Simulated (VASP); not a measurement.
These are optB88-vdW, VASP's PBE PAW potentials (set 64) (plane waves; VASP 6.6.1) values and carry that method's errors. For the first row: Numerical set-up: 520 eV cut-off, 8×8×8 Γ-centred mesh, Gaussian smearing of 0.050 eV, potentials Ca_sv Se.

```tsv
system	energy (eV/atom)
CaSe (rock salt)	-2.8288
Ca (fcc)	0.5666
Se (trig)	-1.8650
```

The references are the elements' solids at the same level; no temperature or zero-point terms are added.

Q: What is the formation energy per atom of CaSe?

A: The references average (1×(0.5666) + 1×(-1.8650))/2 = -0.6492 eV, so the formation energy is -2.8288 − (-0.6492) = -2.180 eV/atom.
